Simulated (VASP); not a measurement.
# A VASP study of TiO2 (Anatase) (PBE): structure first, properties next, part 2 of 4

How well does PBE reproduce what experiment finds for TiO2 (Anatase)? The cell is relaxed first, and properties follow on it. The start is a cell from a database of measured crystal structures.

VASP 6.6.1, plane waves and PAW; the level of theory is named at each step.

So far, gap on the k-mesh (eV): step 2 (relaxing cell and atoms (PBE)) 2.13. The relaxed cell has a = 3.803, c = 9.707 Å (conventional setting).

### Step 3. Second relaxation

Level of this step: PBE; plane waves and PAW (Ti_sv, O) (VASP).

The basis stayed that of the start cell while the cell moved. A rerun from the cell reached resets it; the error of the finite cutoff stays.

The input, INCAR:

```
SYSTEM = TiO2
PREC = Accurate
ENCUT = 520
EDIFF = 1E-06
NELM = 100
ISMEAR = 0
SIGMA = 0.05
LREAL = .FALSE.
ALGO = Normal
GGA = PE
NBANDS = 30
LASPH = .TRUE.
LORBIT = 11
LWAVE = .FALSE.
LCHARG = .FALSE.
KPAR = 4
IBRION = 2
NSW = 60
ISIF = 3
EDIFFG = -0.01
```

The input, POSCAR:

```
TiO2
1.0
   -1.9015196885      1.9015196885      4.8532805908
    1.9015196885     -1.9015196885      4.8532805908
    1.9015196885      1.9015196885     -4.8532805908
Ti O
2 4
Direct
    0.0000000000      0.0000000000      0.0000000000
    0.7500000000      0.2500000000      0.5000000000
    0.2065503743      0.2065503743      0.0000000000
    0.9565503743      0.4565503743      0.5000000000
    0.5434496257      0.0434496257      0.5000000000
    0.7934496257      0.7934496257      0.0000000000
```

The input, KPOINTS:

```
Automatic mesh
0
Gamma
8 8 8
0 0 0
```

PAW data sets: Ti_sv and O (PBE family, release 64).

The run is started by

```
$ mpirun -np 4 vasp_std
```

The log of the run:

```text
[... set-up lines as in an earlier step ...]
 entering main loop
       N       E                     dE             d eps       ncg     rms          rms(c)
DAV:   1     0.669252671564E+03    0.66925E+03   -0.24780E+04  3540   0.185E+03
DAV:   2     0.367885395769E+02   -0.63246E+03   -0.60129E+03  3922   0.543E+02
DAV:   3    -0.662942236481E+02   -0.10308E+03   -0.10117E+03  5276   0.203E+02
DAV:   4    -0.711431535986E+02   -0.48489E+01   -0.48436E+01  5100   0.445E+01
DAV:   5    -0.713536062457E+02   -0.21045E+00   -0.21041E+00  4830   0.729E+00    0.313E+01
DAV:   6    -0.543950675098E+02    0.16959E+02   -0.10733E+02  4668   0.967E+01    0.118E+01
DAV:   7    -0.540672902961E+02    0.32778E+00   -0.16586E+01  4586   0.331E+01    0.825E+00
DAV:   8    -0.538913133471E+02    0.17598E+00   -0.25647E+00  4256   0.157E+01    0.312E+00
DAV:   9    -0.538646057936E+02    0.26708E-01   -0.46857E-01  5154   0.550E+00    0.115E+00
DAV:  10    -0.538685908381E+02   -0.39850E-02   -0.74219E-02  4230   0.232E+00    0.485E-01
DAV:  11    -0.538655010287E+02    0.30898E-02   -0.22964E-02  4760   0.992E-01    0.112E-01
DAV:  12    -0.538655449833E+02   -0.43955E-04   -0.29501E-03  4074   0.502E-01    0.714E-02
DAV:  13    -0.538654960952E+02    0.48888E-04   -0.21941E-04  4418   0.137E-01    0.155E-02
DAV:  14    -0.538655020171E+02   -0.59218E-05   -0.50867E-05  5398   0.426E-02    0.989E-03
DAV:  15    -0.538655019558E+02    0.61246E-07   -0.14842E-05  3868   0.271E-02    0.503E-03
DAV:  16    -0.538655016201E+02    0.33574E-06   -0.28709E-06  3048   0.170E-02
   1 F= -.53865502E+02 E0= -.53865502E+02  d E =-.538655E+02
 curvature:   0.00 expect dE= 0.000E+00 dE for cont linesearch  0.000E+00
 trial: gam= 0.00000 g(F)=  0.373E-05 g(S)=  0.750E-05 ort = 0.000E+00 (trialstep = 0.100E+01)
 search vector abs. value=  0.112E-04
 reached required accuracy - stopping structural energy minimisation
```

Elapsed: 2.2 min, on 4 MPI ranks of AMD EPYC 7R43, shared host; peak memory 1.1 GiB; 8.5 min of CPU time.

From OUTCAR (step 3):

```text
  LATTYP: Found a body centered tetragonal cell.
 ALAT       =     3.8030393770
 C/A-ratio  =     2.5523167707

 Found     59 irreducible k-points:

   ENCUT  =  520.0 eV  38.22 Ry    6.18 a.u.  10.32 10.32 10.32*2*pi/ulx,y,z

   NELECT =      48.0000    total number of electrons

 E-fermi :   3.3559

 k-point     1 :       0.0000    0.0000    0.0000
  band No.  band energies     occupation
    ...
     20       2.3248      2.00000
     21       2.3248      2.00000
     22       2.3377      2.00000
     23       2.7064      2.00000
     24       2.7064      2.00000
     25       5.2210      0.00000
     26       5.8846      0.00000
     27       7.0626      0.00000
     28       7.0626      0.00000
     29       7.0728      0.00000
    ...

 k-point     2 :       0.1250    0.0000   -0.0000
  band No.  band energies     occupation
    ...
     20       1.9946      2.00000
     21       2.2565      2.00000
     22       2.3563      2.00000
     23       2.4773      2.00000
     24       2.7187      2.00000
     25       5.5563      0.00000
     26       5.9461      0.00000
     27       6.6589      0.00000
     28       6.8076      0.00000
     29       7.0104      0.00000
    ...

  Total        0.0187490      0.0187490      0.0151555      0.0000000      0.0000000      0.0000000
  in kB        0.4279491      0.4279491      0.3459256      0.0000000      0.0000000      0.0000000
  external PRESSURE =       0.4006079 kB  Pullay stress =       0.0000000 kB

  energy-cutoff  :      520.00
  volume of cell :       70.19
      direct lattice vectors                 reciprocal lattice vectors
    -1.901519689  1.901519689  4.853280591     0.000000000  0.262947580  0.103023098
     1.901519689 -1.901519689  4.853280591     0.262947580  0.000000000  0.103023098
     1.901519689  1.901519689 -4.853280591     0.262947580  0.262947580  0.000000000

 POSITION                                       TOTAL-FORCE (eV/Angst)
 -----------------------------------------------------------------------------------
      0.00000      0.00000      0.00000         0.000000      0.000000      0.000000
      0.00000      1.90152      2.42664         0.000000      0.000000      0.000000
      0.00000      0.00000      2.00489        -0.000000      0.000000     -0.004398
      0.00000      1.90152      4.43153         0.000000     -0.000000     -0.004398
     -0.00000      1.90152      0.42175         0.000000     -0.000000      0.004398
      0.00000      0.00000      7.70167        -0.000000      0.000000      0.004398
 -----------------------------------------------------------------------------------
    total drift:                                0.000000      0.000000      0.000000

  FREE ENERGIE OF THE ION-ELECTRON SYSTEM (eV)
  ---------------------------------------------------
  free  energy   TOTEN  =       -53.8655016201 eV

  energy  without entropy=      -53.8655016201  energy(sigma->0) =      -53.86550162

 total charge
# of ion       s       p       d       tot
------------------------------------------
    1        2.218   6.282   1.721  10.221
    2        2.218   6.282   1.721  10.221
    3        1.571   3.493   0.000   5.064
    4        1.571   3.493   0.000   5.064
    5        1.571   3.493   0.000   5.064
    6        1.571   3.493   0.000   5.064
--------------------------------------------------
tot         10.720  26.536   3.442  40.698

[... 5 parts as in an earlier step ...]

[... 7 further parts left out ...]
```

CONTCAR:

```
TiO2
   1.00000000000000
    -1.9015196885000001    1.9015196885000001    4.8532805907999998
     1.9015196885000001   -1.9015196885000001    4.8532805907999998
     1.9015196885000001    1.9015196885000001   -4.8532805907999998
  Ti              O
     2     4
Direct
     0.0000000000000000    0.0000000000000000    0.0000000000000000
     0.7500000000000000    0.2500000000000000    0.5000000000000000
     0.2065503743000008    0.2065503743000008    0.0000000000000000
     0.9565503743000008    0.4565503743000008    0.5000000000000000
     0.5434496256999992    0.0434496256999992    0.5000000000000000
     0.7934496256999992    0.7934496256999992    0.0000000000000000
```

Little changed from the start: no atom moved by 0.005 Å and no cell edge by 0.1 %.

Numbers from this step:

```yaml
free_energy_toten: -53.8655 eV
pressure: 0.04006 GPa
scf_cycles_over_all_ionic_steps: 16
gap_on_the_k_mesh: 2.127 eV
```

It ends with a largest force of 0.004 eV/Å and a pressure of 0.04 GPa. The volume moved by under 0.01 %: the run met its threshold at the first step.

### Step 4. Single point with fields (PBE)

A single point on the relaxed cell gives a clean self-consistent state, with density, ELF and potential written out.

INCAR, as its differences from that of step 3:

```diff
@@ -14,7 +14,5 @@
 LWAVE = .FALSE.
-LCHARG = .FALSE.
-KPAR = 4
-IBRION = 2
-NSW = 60
-ISIF = 3
-EDIFFG = -0.01
+LCHARG = .TRUE.
+ISIF = 2
+LELF = .TRUE.
+LVHAR = .TRUE.
```

POSCAR is that of step 3.

KPOINTS is that of step 3.

The run is started by

```
$ mpirun -np 4 vasp_std
```

The log of the run:

```text
[banner, memory and clock lines left out]
running    4 mpi-ranks, on    1 nodes
 distrk:  each k-point on    4 cores,    1 groups
 distr:  one band on    1 cores,    4 groups

 POSCAR found type information on POSCAR TiO
 POSCAR found :  2 types and       6 ions
 LDA part: xc-table for (Slater+PW92), standard interpolation
|                                                                             |
|           W    W    AA    RRRRR   N    N  II  N    N   GGGG   !!!           |
|           W    W   A  A   R    R  NN   N  II  NN   N  G    G  !!!           |
|           W    W  A    A  R    R  N N  N  II  N N  N  G       !!!           |
|           W WW W  AAAAAA  RRRRR   N  N N  II  N  N N  G  GGG   !            |
|           WW  WW  A    A  R   R   N   NN  II  N   NN  G    G                |
|           W    W  A    A  R    R  N    N  II  N    N   GGGG   !!!           |
|                                                                             |
|     The number of bands has been changed from the values supplied in        |
|     The orbitals not found in the WAVECAR file will be initialized with     |
|     random numbers, which is usually adequate. For correlated               |
|     calculations, however, you should redo the groundstate calculation.     |
|     I found NBANDS = 30. Now, NBANDS = 32.                                  |
|                                                                             |

 POSCAR, INCAR and KPOINTS ok, starting setup
 FFT: planning ... GRIDC
 FFT: planning ... GRID_SOFT
 FFT: planning ... GRID
 WAVECAR not read
 entering main loop
       N       E                     dE             d eps       ncg     rms          rms(c)
DAV:   1     0.659153378997E+03    0.65915E+03   -0.24383E+04  3776   0.173E+03
DAV:   2     0.296202656207E+02   -0.62953E+03   -0.58653E+03  4144   0.517E+02
DAV:   3    -0.667202004963E+02   -0.96340E+02   -0.94677E+02  5312   0.193E+02
DAV:   4    -0.711675070187E+02   -0.44473E+01   -0.44399E+01  5664   0.405E+01
DAV:   5    -0.713549616365E+02   -0.18745E+00   -0.18744E+00  4760   0.621E+00    0.313E+01
DAV:   6    -0.541497665485E+02    0.17205E+02   -0.92619E+01  5184   0.907E+01    0.114E+01
DAV:   7    -0.541082498851E+02    0.41517E-01   -0.16589E+01  5072   0.334E+01    0.884E+00
DAV:   8    -0.538740845178E+02    0.23417E+00   -0.78002E-01  5264   0.837E+00    0.518E+00
DAV:   9    -0.538999261561E+02   -0.25842E-01   -0.70313E-01  5328   0.796E+00    0.196E+00
DAV:  10    -0.538731063025E+02    0.26820E-01   -0.27614E-01  5304   0.535E+00    0.747E-01
DAV:  11    -0.538655951682E+02    0.75111E-02   -0.35919E-02  4832   0.126E+00    0.233E-01
DAV:  12    -0.538657068727E+02   -0.11170E-03   -0.37520E-03  4664   0.670E-01    0.126E-01
DAV:  13    -0.538655533128E+02    0.15356E-03   -0.13372E-03  5312   0.421E-01    0.572E-02
DAV:  14    -0.538655014131E+02    0.51900E-04   -0.17277E-04  4992   0.103E-01    0.139E-02
DAV:  15    -0.538655010165E+02    0.39660E-06   -0.16679E-05  5576   0.335E-02    0.584E-03
DAV:  16    -0.538655014525E+02   -0.43601E-06   -0.11604E-06  3208   0.106E-02
   1 F= -.53865501E+02 E0= -.53865501E+02  d E =-.128395E-22
```

The job ended after 2.9 min (4 MPI ranks; peak memory 0.55 GiB).

OUTCAR, selected parts (step 4):

```text
 Found     59 irreducible k-points:

   k-points           NKPTS =     59   k-points in BZ     NKDIM =     59   number of bands    NBANDS=     32

   NELECT =      48.0000    total number of electrons

 E-fermi :   3.4274

 k-point     1 :       0.0000    0.0000    0.0000
  band No.  band energies     occupation
    ...
     20       2.3247      2.00000
     21       2.3247      2.00000
     22       2.3377      2.00000
     23       2.7065      2.00000
     24       2.7065      2.00000
     25       5.2203      0.00000
     26       5.8838      0.00000
     27       7.0619      0.00000
     28       7.0619      0.00000
     29       7.0722      0.00000
    ...

 k-point     2 :       0.1250    0.0000   -0.0000
  band No.  band energies     occupation
    ...
     20       1.9945      2.00000
     21       2.2565      2.00000
     22       2.3563      2.00000
     23       2.4773      2.00000
     24       2.7188      2.00000
     25       5.5557      0.00000
     26       5.9453      0.00000
     27       6.6582      0.00000
     28       6.8069      0.00000
     29       7.0097      0.00000
    ...

  Total        0.0354235      0.0354235      0.0291750      0.0000000      0.0000000      0.0000000
  in kB        0.8085462      0.8085462      0.6659235      0.0000000      0.0000000      0.0000000
  external PRESSURE =       0.7610053 kB  Pullay stress =       0.0000000 kB

 POSITION                                       TOTAL-FORCE (eV/Angst)
 -----------------------------------------------------------------------------------
      0.00000      0.00000      0.00000         0.000000      0.000000      0.000000
      0.00000      1.90152      2.42664         0.000000      0.000000     -0.000000
      0.00000      0.00000      2.00489         0.000000      0.000000     -0.004450
      0.00000      1.90152      4.43153        -0.000000     -0.000000     -0.004450
     -0.00000      1.90152      0.42175         0.000000      0.000000      0.004450
      0.00000      0.00000      7.70167        -0.000000     -0.000000      0.004450
 -----------------------------------------------------------------------------------
    total drift:                                0.000000      0.000000      0.000000

  FREE ENERGIE OF THE ION-ELECTRON SYSTEM (eV)
  ---------------------------------------------------
  free  energy   TOTEN  =       -53.8655014525 eV

  energy  without entropy=      -53.8655014525  energy(sigma->0) =      -53.86550145

[... 9 parts as in an earlier step ...]

[... 5 further parts left out ...]
```

Numbers from this step:

```yaml
scf_cycles: 16
bands: 32
fermi_energy: 3.427 eV
pressure: 0.07610 GPa
gap_on_the_k_mesh: 2.126 eV
```

Valence electrons inside each PAW sphere by angular momentum. Sphere charges, by row:

```
atom  s (e)  p (e)  d (e)  tot (e)
 Ti1  2.218  6.282  1.721    10.22
 Ti2  2.218  6.282  1.721    10.22
  O3  1.571  3.493      0    5.064
  O4  1.571  3.493      0    5.064
  O5  1.571  3.493      0    5.064
  O6  1.571  3.493      0    5.064
```

Valence density in the ac plane of the conventional cell at fractional y = 0.000, with atoms of Ti and O within 0.2 Å of it. It is the smooth field of the valence electrons, not physical close to the nuclei.

Values in e/Å³, 24 rows by 14 columns, each cell a mean:
```
10  6  2  1  1  3  6  7  5  2  1  1  4  8
 2  2  1  0  1  2  5  6  4  2  1  0  1  2
 1  1  0  0  0  1  1  2  1  1  0  0  0  1
 3  2  1  0  0  0  1  1  1  0  0  1  1  3
 7  5  2  1  1  2  4  5  3  1  1  1  3  6
 5  4  2  1  1  5 10 13  8  3  1  1  2  5
 1  1  1  0  1  4  8 10  6  2  1  0  1  1
 0  0  0  0  0  1  2  2  1  1  0  0  0  0
 0  0  0  0  0  0  1  1  1  0  0  0  0  0
 0  0  0  0  1  1  3  3  2  1  0  0  0  0
 0  0  0  0  1  3  6  7  5  2  0  0  0  0
 0  0  0  0  1  2  5  6  4  1  0  0  0  0
 0  0  0  0  0  1  1  1  1  0  0  0  0  0
 0  0  0  0  0  0  0  0  0  0  0  0  0  0
 0  0  0  0  0  0  0  0  0  0  0  0  0  0
 0  0  0  0  0  0  0  0  0  0  0  0  0  0
 0  0  0  0  0  0  0  0  0  0  0  0  0  0
 3  2  1  0  0  0  0  0  0  0  0  0  1  2
 7  5  2  0  0  0  0  0  0  0  0  1  3  6
 6  4  2  0  0  0  0  0  0  0  0  1  2  5
 2  1  1  0  0  0  0  0  0  0  0  0  1  1
 1  1  0  0  0  0  0  0  0  0  0  0  0  1
 5  3  1  0  0  0  0  0  0  0  0  1  2  4
13  8  3  1  1  1  2  3  2  1  1  1  5 10
```
Columns run along a (3.8 Å), rows up along c (9.7 Å), edges of the conventional cell, whose origin can differ from the input's. Atoms in or near the plane, at fractional coordinates: Ti at (0.00, 0.00), Ti at (0.50, 0.75), O at (0.00, 0.21), O at (0.50, 0.96), O at (0.50, 0.54), O at (0.00, 0.79).

ELF in the ac plane of the conventional cell at fractional y = 0.000, with atoms of Ti and O within 0.2 Å of it. It is the smooth field of the valence electrons, not physical close to the nuclei.

Ten even steps from '0' (0.01) to '9' (0.95), each cell a mean:
```
97426865784258
43126876774123
43213577652134
77631133211477
57841356422686
68733699842587
87512689741368
43201244320024
00012444432000
00147877876300
00258865787410
00157876886300
00025788764100
00002345431000
00000000000000
21100000000012
66420000001356
88752000003688
57873000015886
67874100025787
77642000003567
32210112100123
65201466530146
98524788862369
```
Columns run along a (3.8 Å), rows up along c (9.7 Å), edges of the conventional cell, whose origin can differ from the input's. Atoms in or near the plane, at fractional coordinates: Ti at (0.00, 0.00), Ti at (0.50, 0.75), O at (0.00, 0.21), O at (0.50, 0.96), O at (0.50, 0.54), O at (0.00, 0.79).

Electrostatic potential energy in the ac plane of the conventional cell at fractional y = 0.000, with atoms of Ti and O within 0.2 Å of it. With pseudopotentials it is smooth inside the atoms' cores, unlike the true potential.

Ten even steps from '_' (-59 eV) to '@' (7 eV), each cell a mean:
```
____--**%%==......**%%++..__
--==**%%%%++....::##%%##++--
##%%%%@@@@%%####%%%%@@%%%%%%
==**%%%%%%##****##%%%%%%##++
....**%%**--....::==##%%==..
..--####==..______::**%%++::
##%%%%%%++..______::**%%%%%%
@@@@@@%%##++----==**%%@@@@@@
@@@@@@@@@@%%%%##%%%%@@@@@@@@
@@@@@@@@@@##++==**%%@@@@@@@@
@@@@@@@@%%==......**@@@@@@@@
@@@@@@@@@@++::..--##@@@@@@@@
@@@@@@@@@@@@%%%%%%@@@@@@@@@@
@@@@@@@@@@@@@@@@@@@@@@@@@@@@
@@@@@@@@@@@@@@@@@@@@@@@@@@@@
@@@@@@@@@@@@@@@@@@@@@@@@@@@@
@@@@@@@@@@@@@@@@@@@@@@@@@@@@
++**@@@@@@@@@@@@@@@@@@@@%%++
..::**@@@@@@@@@@@@@@@@%%==..
..--##@@@@@@@@@@@@@@@@@@++..
**%%@@@@@@@@@@@@@@@@@@@@%%##
**##%%@@@@@@@@@@@@@@@@%%##**
..::==##%%@@@@@@@@@@%%**--..
____::**%%%%++++**%%##==..__
```
Columns run along a (3.8 Å; values clipped at the 3rd and 97th percentile), rows up along c (9.7 Å), edges of the conventional cell, whose origin can differ from the input's. Atoms in or near the plane, at fractional coordinates: Ti at (0.00, 0.00), Ti at (0.50, 0.75), O at (0.00, 0.21), O at (0.50, 0.96), O at (0.50, 0.54), O at (0.00, 0.79).

In this run the pressure is 0.08 GPa, small enough to go on; single stress components reach 0.08 GPa.

(Part 2 of 4 ends here.)

[Lines on the potential files, build, host, timing and source positions are cut from VASP's logs without a mark.]

[Logs are printed without paths, hosts, clocks, repeated set-up lines and the standing remarks that a program may print on its own settings, such as how far it seeks lower states.]

[Hosts, paths, dates, database ids (printed as entryN), source tags and the programs' standing remarks are cut or masked in the printed files.]

[A measured line is paired with the nearest computed mode of its activity, which favours agreement.]

[In band tables of VASP the shares of atoms and orbitals are scaled to a sum of 1 inside the atoms' spheres.]
